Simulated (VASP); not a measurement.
Computed with PBE GGA, VASP's PBE PAW potentials (set 64) (plane waves; VASP).

VASP ran on this input.

### INCAR
```
# general
SYSTEM =LaAl
PREC   =Accurate
ENCUT  =400
LREAL  =.False.   # projection in real space or not
LASPH  =.True.   # aspherical one-centre terms
ICHARG =11   # fixed density

# electronic loop
EDIFF  =1E-7   # SCF stop (eV)
NELM   =100   # most electronic steps
ALGO   =Normal
LMAXMIX=6

# smearing
ISMEAR =0   # Gaussian
SIGMA  =0.05   # width (eV)

# functional
GGA    =PE

# output
LWAVE  =.False.
LCHARG =.False.
LORBIT =11   # lm-projected
```

**KPOINTS**
```
k-points along high-symmetry lines
10
Line-mode
Reciprocal
  0.000000   0.000000   0.000000 ! GAMMA
  0.500000   0.000000   0.000000 ! M

  0.500000   0.000000   0.000000 ! M
  0.333333   0.333333   0.000000 ! K

  0.333333   0.333333   0.000000 ! K
  0.000000   0.000000   0.000000 ! GAMMA

  0.000000   0.000000   0.000000 ! GAMMA
  0.000000   0.000000   0.500000 ! A

  0.000000   0.000000   0.500000 ! A
  0.500000   0.000000   0.500000 ! L

  0.500000   0.000000   0.500000 ! L
  0.333333   0.333333   0.500000 ! H

  0.333333   0.333333   0.500000 ! H
  0.000000   0.000000   0.500000 ! A

  0.500000   0.000000   0.500000 ! L
  0.500000   0.000000   0.000000 ! M

  0.333333   0.333333   0.500000 ! H
  0.333333   0.333333   0.000000 ! K
```

POSCAR:
```
LaAl
1.0
  3.5375485422   0.0000000000   0.0000000000
 -1.7687742711   3.0636069069   0.0000000000
  0.0000000000   0.0000000000  10.4315141660
La Al
2 2
Cart
  0.0000000000   0.0000000000   0.0000000000
  0.0000000000   0.0000000000   5.2157570830
 -0.0000017688   2.0424056258   2.6078785415
  1.7687760399   1.0212012811   7.8236356245
```

POTCAR, in this order: La Al (PBE.64 set). Program: vasp_std. Read from the step before: CHGCAR.

Output of the run:

OSZICAR:
```
       N       E                     dE             d eps       ncg     rms          rms(c)
DAV:   1     0.270554609198E+03    0.27055E+03   -0.82747E+03  3248   0.153E+03
DAV:   2     0.331736369392E+02   -0.23738E+03   -0.23365E+03  5400   0.325E+02
DAV:   3    -0.143800759726E+02   -0.47554E+02   -0.45496E+02  5520   0.179E+02
DAV:   4    -0.179307802972E+02   -0.35507E+01   -0.34736E+01  6328   0.469E+01
DAV:   5    -0.181776965563E+02   -0.24692E+00   -0.23889E+00  5752   0.123E+01
DAV:   6    -0.182036760227E+02   -0.25979E-01   -0.25719E-01  6344   0.368E+00
DAV:   7    -0.182050462655E+02   -0.13702E-02   -0.13657E-02  5840   0.972E-01
DAV:   8    -0.182051465056E+02   -0.10024E-03   -0.10016E-03  6328   0.254E-01
DAV:   9    -0.182051524445E+02   -0.59389E-05   -0.59316E-05  5936   0.554E-02
DAV:  10    -0.182051529362E+02   -0.49172E-06   -0.49097E-06  6096   0.156E-02
DAV:  11    -0.182051529667E+02   -0.30506E-07   -0.30260E-07  4520   0.379E-03
   1 F= -.18205153E+02 E0= -.18200338E+02  d E =-.963031E-02
```

**OUTCAR**
```
 val. band max:        7.0880011916   @ k =   0.2222   0.0000   0.5000

 cond. band min:       7.0988483358   @ k =   0.3333   0.3333   0.0556



 k-point     1 :       0.0000    0.0000    0.0000
  band No.  band energies     occupation
      1     -25.4923      2.00000
      2     -25.4906      2.00000
      3      -9.4381      2.00000
      4      -9.3478      2.00000
      5      -8.3545      2.00000
      6      -8.3545      2.00000
      7      -8.3527      2.00000
      8      -8.3527      2.00000
      9       0.4147      2.00000
     10       1.5997      2.00000
     11       4.2883      2.00000
     12       5.8582      2.00000
     13       7.3413      0.00000
     14       7.4546      0.00000
     15       8.6424      0.00000
     16       8.7340      0.00000
     17       8.9574      0.00000
     18       9.0157      0.00000

 k-point     2 :       0.0556    0.0000    0.0000
  band No.  band energies     occupation
      1     -25.4850      2.00000
      2     -25.4834      2.00000
      3      -9.4272      2.00000
      4      -9.3381      2.00000
      5      -8.4147      2.00000
      6      -8.4123      2.00000
      7      -8.3672      2.00000
      8      -8.3653      2.00000
      9       0.4709      2.00000
     10       1.6269      2.00000
     11       4.3835      2.00000
     12       5.9595      2.00000
     13       7.2593      0.00000
     14       7.5051      0.00000
     15       8.3460      0.00000
     16       8.5253      0.00000
     17       8.9591      0.00000
     18       9.0048      0.00000

 k-point     3 :       0.1111    0.0000    0.0000
  band No.  band energies     occupation
      1     -25.4639      2.00000
      2     -25.4624      2.00000
      3      -9.3956      2.00000
      4      -9.3101      2.00000
      5      -8.5839      2.00000
      6      -8.5800      2.00000
      7      -8.4033      2.00000
      8      -8.4014      2.00000
      9       0.6358      2.00000
     10       1.7077      2.00000
...
```

The density is held fixed in this step, so its total energy and stress have no physical meaning.

The structure was generated: LaAl was put into the NiAs type type (P6_3/mmc), which need not be its known phase. It was relaxed first, which changed the volume by -34 %.
